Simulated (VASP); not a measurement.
Consider the following.

```yaml
crystal:
  lattice:
    - [4.12000, 0.00000, 0.00000]
    - [0.00000, 4.12000, 0.00000]
    - [0.00000, 0.00000, 4.12000]
  atoms:
    - { symbol: Cs, position: [0.00000, 0.00000, 0.00000] }
    - { symbol: Cl, position: [0.50000, 0.50000, 0.50000] }
```

Computed with SCAN meta-GGA, VASP's PBE PAW potentials (set 64) (plane waves; VASP 6.6.1). Numerical set-up: 520 eV cut-off, 6×6×6 Γ-centred mesh, Gaussian smearing of 0.050 eV, potentials Cs_sv Cl.

Unless said otherwise, spin-orbit coupling is left out, though it shifts the bands of the heavy elements here.

**Question.** Predict the energy per atom (σ→0), band gap (on the k-mesh) with the smallest direct gap where there is one.

**Answer.** 
The band gap (on the k-mesh) is 5.90 eV. The smallest direct gap (on the k-mesh) comes out as 5.90 eV. The energy per atom (σ→0) is -25.075 eV/atom.

The absolute energy has meaning only against runs of the same code, potentials and settings.

The compound is CsCl in the CsCl type structure. The cell was not relaxed at this level.
